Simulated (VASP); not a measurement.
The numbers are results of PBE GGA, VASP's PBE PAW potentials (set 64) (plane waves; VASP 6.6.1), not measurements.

VASP ran on this input.

**POSCAR**
```
CoGa
1
    2.8800000000     0.0000000000     0.0000000000
    0.0000000000     2.8800000000     0.0000000000
    0.0000000000     0.0000000000     2.8800000000
Ga Co
1 1
Direct
  0.5000000000   0.5000000000   0.5000000000
  0.0000000000   0.0000000000   0.0000000000
```

KPOINTS:
```
Automatic mesh
0
Gamma
11 11 11
0 0 0
```

### INCAR
```
SYSTEM = CoGa
PREC = Accurate
ENCUT = 400
EDIFF = 1E-2
NELM = 100
ALGO = Normal
LREAL = .FALSE.
LASPH = .TRUE.
ISMEAR = 1
SIGMA = 0.1
GGA = PE
LMAXMIX = 4
LWAVE = .FALSE.
LCHARG = .FALSE.
ISIF = 2
```

POTCAR, in this order: Ga_d Co (PBE.64 set). Program: vasp_std.

Output

OUTCAR:
```
 ion  position               nearest neighbor table
   1  0.500  0.500  0.500-   2 2.49   2 2.49   2 2.49   2 2.49   2 2.49   2 2.49   2 2.49   2 2.49
  LATTYP: Found a simple cubic cell.
 ALAT       =     2.8800000000
 Subroutine PRICEL returns:
 Original cell was already a primitive cell.
 Subroutine GETGRP returns: Found 48 space group operations
The static configuration has the point symmetry O_h .
The dynamic configuration has the point symmetry O_h .
 Subroutine INISYM returns: Found 48 space group operations
 Subroutine IBZKPT returns following result:
 Found     56 irreducible k-points:

 Following reciprocal coordinates:
            Coordinates               Weight
  0.000000  0.000000  0.000000      1.000000
  0.090909  0.000000  0.000000      6.000000
  0.181818  0.000000  0.000000      6.000000
  0.272727  0.000000  0.000000      6.000000
  0.363636  0.000000  0.000000      6.000000
  0.454545  0.000000  0.000000      6.000000
  0.090909  0.090909  0.000000     12.000000
  0.181818  0.090909  0.000000     24.000000
  0.272727  0.090909  0.000000     24.000000
  0.363636  0.090909  0.000000     24.000000
  0.454545  0.090909  0.000000     24.000000
  0.181818  0.181818  0.000000     12.000000
  0.272727  0.181818  0.000000     24.000000
  0.363636  0.181818  0.000000     24.000000
  0.454545  0.181818  0.000000     24.000000
  0.272727  0.272727  0.000000     12.000000
  0.363636  0.272727  0.000000     24.000000
  0.454545  0.272727  0.000000     24.000000
  0.363636  0.363636  0.000000     12.000000
  0.454545  0.363636  0.000000     24.000000
  0.454545  0.454545  0.000000     12.000000
  0.090909  0.090909  0.090909      8.000000
  0.181818  0.090909  0.090909     24.000000
  0.272727  0.090909  0.090909     24.000000
  0.363636  0.090909  0.090909     24.000000
  0.454545  0.090909  0.090909     24.000000
  0.181818  0.181818  0.090909     24.000000
  0.272727  0.181818  0.090909     48.000000
  0.363636  0.181818  0.090909     48.000000
  0.454545  0.181818  0.090909     48.000000
  0.272727  0.272727  0.090909     24.000000
  0.363636  0.272727  0.090909     48.000000
  0.454545  0.272727  0.090909     48.000000
  0.363636  0.363636  0.090909     24.000000
  0.454545  0.363636  0.090909     48.000000
  0.454545  0.454545  0.090909     24.000000
  0.181818  0.181818  0.181818      8.000000
  0.272727  0.181818  0.181818     24.000000
  0.363636  0.181818  0.181818     24.000000
  0.454545  0.181818  0.181818     24.000000
   k-points           NKPTS =     56   k-points in BZ     NKDIM =     56   number of bands    NBANDS=     15
   number of dos      NEDOS =    301   number of ions     NIONS =      2
   total plane-waves  NPLWV =   8000
   dimension x,y,z NGX =    20 NGY =   20 NGZ =   20
   dimension x,y,z NGXF=    40 NGYF=   40 NGZF=   40
   ions per type =               1   1
   PREC   = accura    normal or accurate (medium, high low for compatibility)
   ISTART =      0    job   : 0-new  1-cont  2-samecut
   ICHARG =      2    charge: 1-file 2-atom 10-const
   ISPIN  =      1    spin polarized calculation?
   LNONCOLLINEAR =      F non collinear calculations
   LSORBIT =      F    spin-orbit coupling
   INIWAV =      1    electr: 0-lowe 1-rand  2-diag
   ENCUT  =  400.0 eV  29.40 Ry    5.42 a.u.   4.70  4.70  4.70*2*pi/ulx,y,z
   NELM   =    100;   NELMIN=  2; NELMDL= -5     # of ELM steps
   EDIFF  = 0.1E-01   stopping-criterion for ELM
   LREAL  =      F    real-space projection
   NLSPLINE    = F    spline interpolate recip. space projectors
   LMAXMIX     =    4 max onsite mixed and CHGCAR
   VOSKOWN=      0    Vosko Wilk Nusair interpolation
...
```

**OSZICAR**
```
       N       E                     dE             d eps       ncg     rms          rms(c)
DAV:   1     0.884088618224E+02    0.88409E+02   -0.92733E+03  1768   0.222E+03
DAV:   2    -0.711185171947E+01   -0.95521E+02   -0.93606E+02  1736   0.323E+02
DAV:   3    -0.113955653714E+02   -0.42837E+01   -0.42698E+01  1974   0.752E+01
DAV:   4    -0.114562171694E+02   -0.60652E-01   -0.60643E-01  2249   0.831E+00
DAV:   5    -0.114573589755E+02   -0.11418E-02   -0.11418E-02  1709   0.100E+00    0.958E+00
DAV:   6    -0.125533013661E+02   -0.10959E+01   -0.22891E+01  1895   0.636E+01    0.116E+01
DAV:   7    -0.104987537461E+02    0.20545E+01   -0.94824E+00  1757   0.470E+01    0.173E+00
DAV:   8    -0.104831907553E+02    0.15563E-01   -0.24436E-01  1973   0.534E+00    0.668E-01
DAV:   9    -0.104766190170E+02    0.65717E-02   -0.19890E-02  1203   0.229E+00
   1 F= -.10476619E+02 E0= -.10476924E+02  d E =0.913873E-03
```

File OUTCAR:
```
------------------------ aborting loop because EDIFF is reached ----------------------------------------
  FORCE on cell =-STRESS in cart. coord.  units (eV):
  Direction    XX          YY          ZZ          XY          YZ          ZX
  --------------------------------------------------------------------------------------
  Total        1.3875932      1.3875932      1.3875932     -0.0000000      0.0000000      0.0000000
  in kB       93.0669043     93.0669043     93.0669043     -0.0000000      0.0000000      0.0000000
  external PRESSURE =      93.0669043 kB  Pullay stress =       0.0000000 kB
  volume of cell :       23.89
      direct lattice vectors                 reciprocal lattice vectors
     2.880000000  0.000000000  0.000000000     0.347222222  0.000000000  0.000000000
     0.000000000  2.880000000  0.000000000     0.000000000  0.347222222  0.000000000
     0.000000000  0.000000000  2.880000000     0.000000000  0.000000000  0.347222222
 POSITION                                       TOTAL-FORCE (eV/Angst)
 -----------------------------------------------------------------------------------
      1.44000      1.44000      1.44000         0.000000      0.000000      0.000000
      0.00000      0.00000      0.00000         0.000000      0.000000      0.000000
 -----------------------------------------------------------------------------------
    total drift:                               -0.000000      0.000000      0.000000
  FREE ENERGIE OF THE ION-ELECTRON SYSTEM (eV)
  ---------------------------------------------------
  free  energy   TOTEN  =       -10.4766190170 eV

  energy  without entropy=      -10.4775328902  energy(sigma->0) =      -10.47692364
```
(Selected blocks of OUTCAR.)

**OUTCAR**
```
 val. band max:        9.7089296999   @ k =   0.4545   0.3636   0.0000

 cond. band min:       9.7910669133   @ k =   0.4545   0.3636   0.0909


 Fermi energy:         9.7799983385

 k-point     1 :       0.0000    0.0000    0.0000
  band No.  band energies     occupation
      1      -5.4018      2.00000
      2      -5.4017      2.00000
      3      -5.0572      2.00000
      4      -5.0572      2.00000
      5      -5.0572      2.00000
      6      -2.3004      2.00000
      7       7.2158      2.00000
      8       7.2158      2.00000
      9       9.0196      2.00000
     10       9.0196      2.00000
     11       9.0196      2.00000
     12      14.9618      0.00000
     13      14.9618      0.00000
     14      14.9618      0.00000
     15      20.7909      0.00000

 k-point     2 :       0.0909    0.0000    0.0000
  band No.  band energies     occupation
      1      -5.3974      2.00000
      2      -5.3801      2.00000
      3      -5.0648      2.00000
      4      -5.0648      2.00000
      5      -5.0552      2.00000
      6      -2.1444      2.00000
      7       7.1856      2.00000
      8       7.2332      2.00000
      9       8.9172      2.00000
     10       8.9172      2.00000
     11       9.0203      2.00000
     12      13.8358      0.00000
     13      15.2359      0.00000
     14      15.2359      0.00000
     15      20.8203      0.00000

 k-point     3 :       0.1818    0.0000    0.0000
  band No.  band energies     occupation
      1      -5.3858      2.00000
      2      -5.3236      2.00000
      3      -5.0856      2.00000
      4      -5.0856      2.00000
      5      -5.0504      2.00000
      6      -1.6760      2.00000
      7       6.9856      2.00000
      8       7.2805      2.00000
      9       8.6686      2.00000
     10       8.6686      2.00000
     11       9.0218      2.00000
     12      11.9292      0.00000
     13      15.9994      0.00000
     14      15.9994      0.00000
     15      20.9081      0.00000
...
```

The compound is CoGa in the CsCl type structure. The cell was not relaxed at this level. The run is one of a series of settings (EDIFF = 1E-2 against the base run), some of them coarse on purpose. The run is not spin-polarised, so no magnetic state was tried.
